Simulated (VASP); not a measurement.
OSZICAR of a VASP run on ZnS (zinc blende):

OSZICAR:
```
       N       E                     dE             d eps       ncg     rms          rms(c)
DAV:   1     0.905777859863E+02    0.90578E+02   -0.92395E+03   754   0.163E+03
DAV:   2    -0.943049026222E+00   -0.91521E+02   -0.87320E+02   804   0.285E+02
DAV:   3    -0.725062184706E+01   -0.63076E+01   -0.62815E+01   929   0.752E+01
DAV:   4    -0.732928224475E+01   -0.78660E-01   -0.78636E-01   804   0.898E+00
DAV:   5    -0.733052765332E+01   -0.12454E-02   -0.12454E-02   954   0.112E+00    0.668E+00
DAV:   6    -0.691001677273E+01    0.42051E+00   -0.99287E-01  1130   0.370E+01    0.518E+00
DAV:   7    -0.689532272126E+01    0.14694E-01   -0.32764E-01   784   0.561E+00    0.270E+00
DAV:   8    -0.689448248718E+01    0.84023E-03   -0.51984E-03   854   0.687E-01    0.797E-01
DAV:   9    -0.689467671690E+01   -0.19423E-03   -0.96551E-04   862   0.310E-01    0.114E-01
DAV:  10    -0.689478900107E+01   -0.11228E-03   -0.12684E-04   847   0.124E-01    0.506E-02
DAV:  11    -0.689480957208E+01   -0.20571E-04   -0.30731E-05   819   0.711E-02    0.776E-03
DAV:  12    -0.689481035206E+01   -0.77998E-06   -0.17710E-06   889   0.127E-02    0.485E-03
DAV:  13    -0.689481027192E+01    0.80142E-07   -0.18723E-07   687   0.103E-02
   1 F= -.68948103E+01 E0= -.68948103E+01  d E =-.162966E-13
```

### Question
Which electronic solver shows in the log?

### Answer
It is blocked Davidson (ALGO = Normal, or the opening steps of other solvers). The INCAR had ALGO = Normal.

### Question
Can the final energy be trusted as converged?

### Answer
The calculation finished and met its thresholds. It stopped with EDIFF = 1E-7, NELM = 100 (PW91 GGA, plane waves, VASP's PBE PAW potentials (set 64)).

The compound is ZnS in the zinc blende structure. It was relaxed first.
